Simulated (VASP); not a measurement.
AlRu4:

```
Al Ru
1.0
     4.39339    0.00000    0.00000
     0.00000    4.39339    0.00000
     0.00000    0.00000    4.39339
Al Ru
1 4
Direct
  0.00000 0.00000 0.00000
  0.24378 0.75622 0.75622
  0.75622 0.24378 0.75622
  0.75622 0.75622 0.24378
  0.24378 0.24378 0.24378
```

The cell was built by a generator and needn't be a form met in nature.

| Property | Result |
| --- | --- |
| Program | VASP 6.6.1 |
| Task | relaxation of cell and atoms |
| Functional | PBE |
| Potentials or basis | VASP PAW PBE potentials, release 64 (Al, Ru_pv) |
| Cutoff | 600 eV |
| k mesh | 6 × 6 × 6 |
| Occupations | methfessel-paxton, width 0.2 eV |
| Spin | no spin polarisation |

At the start: pressure 30.9 GPa; volume 16.96 Å³/atom.

Problem. How do energy, volume and symmetry change on relaxing?

Solution. Over 14 steps the energy falls by 2303.4 meV/atom and the volume is 16.55 Å³/atom (-2.4 %); space group P-43m (No. 215, to 0.05 Å).

The path:
| step | energy change (eV) | largest force (eV/Å) | pressure (GPa) | volume (Å³) |
| --- | --- | --- | --- | --- |
| 1 | 0.0000 | 13.4356 | 30.94 | 84.80 |
| 2 | -6.0537 | 1.5426 | -14.95 | 131.68 |
| 3 | -8.7408 | 2.2949 | -24.43 | 107.34 |
| 4 | -8.7608 | 2.4669 | -24.12 | 106.35 |
| 5 | -6.2782 | 16.6834 | 58.61 | 75.92 |
| 6 | -10.1392 | 1.9504 | -20.67 | 98.72 |
| 7 | -10.8904 | 0.8775 | -16.03 | 94.02 |
| 8 | -11.2060 | 2.3638 | -1.86 | 86.86 |
| 9 | -11.2595 | 0.9916 | -7.86 | 89.23 |
| 10 | -11.2640 | 1.2190 | -6.81 | 88.79 |
| 11 | -11.4967 | 0.6750 | -0.36 | 82.42 |
| 12 | -11.5096 | 0.2970 | -1.91 | 83.55 |
| 13 | -11.5002 | 0.4692 | 3.05 | 81.61 |
| 14 | -11.5169 | 0.0064 | -0.05 | 82.76 |

Final structure:
```
CELL_PARAMETERS angstrom
4.35786 0.00000 0.00000
0.00000 4.35786 0.00000
0.00000 0.00000 4.35786
ATOMIC_POSITIONS crystal
Al 0.00000 0.00000 0.00000
Ru 0.29972 0.70028 0.70028
Ru 0.70028 0.29972 0.70028
Ru 0.70028 0.70028 0.29972
Ru 0.29972 0.29972 0.29972
```
